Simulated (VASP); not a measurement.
Input:

```
CELL_PARAMETERS angstrom
      3.95734    -2.15500     0.00000
      3.95734     2.15500     0.00000
      2.78382     0.00000     3.54329
ATOMIC_POSITIONS crystal
  Sb 0.23350 0.23350 0.23350
  Sb 0.76650 0.76650 0.76650
```

Level of theory: PBE GGA with D4 dispersion, VASP's PBE PAW potentials (set 64) (plane waves; VASP). Settings: 520 eV cut-off, 9×9×9 Γ-centred mesh, first-order Methfessel-Paxton smearing of 0.10 eV, potentials Sb.

**Question.** The ions, cell shape and volume are relaxed. Which structure does the run end with?

**Answer.** 
```
CELL_PARAMETERS angstrom
      3.88951    -2.16188    -0.02665
      3.88951     2.16188    -0.02665
      2.71224     0.00000     3.52796
ATOMIC_POSITIONS crystal
  Sb 0.23631 0.23631 0.23631
  Sb 0.76369 0.76369 0.76369
```
Space group R-3m (166), at a tolerance of 0.03 Å.

**Question.** How do energy and volume change from the first to the last step?

**Answer.** The energy (σ→0) changes by -3.7 meV/atom and the volume by -1.3 %, in 8 ionic steps.

The compound is Sb in the a7 structure. This run relaxes it. Symmetry was kept, so distortions that lower it aren't found.
